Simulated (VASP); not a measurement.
```
Ho
1.0
    1.77392    -3.07251     0.00000
    1.77392     3.07251     0.00000
    0.00000     0.00000     5.44733
Ho
2
Direct
  0.33333   0.66667   0.25000
  0.66667   0.33333   0.75000
```

Computed with PBEsol GGA, VASP's PBE PAW potentials (set 64) (plane waves; VASP). Settings: 480 eV cut-off, 12×12×6 Γ-centred mesh, first-order Methfessel-Paxton smearing of 0.10 eV, potentials Ho_3.

The 4f electrons are frozen in the core of the lanthanide potential, so 4f levels, which can set the real gap, and their magnetism are missing. Energy and stress use the plane-wave basis of the starting cell.

Problem. The ions, cell shape and volume at an external pressure of 10.0 GPa are relaxed. Which structure does the run end with?

Solution. 
```
Ho
1.0
    1.65573    -2.86781     0.00000
    1.65573     2.86781     0.00000
    0.00000     0.00000     5.24423
Ho
2
Cartesian
  1.65573   0.95594   1.31106
  1.65573  -0.95594   3.93317
```
Space group P6_3/mmc (194), at a tolerance of 0.03 Å.

Problem. How do energy and volume change from the first to the last step?

Solution. The energy (σ→0) changes by +134.0 meV/atom and the volume by -16.1 %, in 10 ionic steps.

The compound is Ho in the hcp structure. This run relaxes it under an external pressure of 10 GPa. Symmetry was kept, so distortions that lower it aren't found.
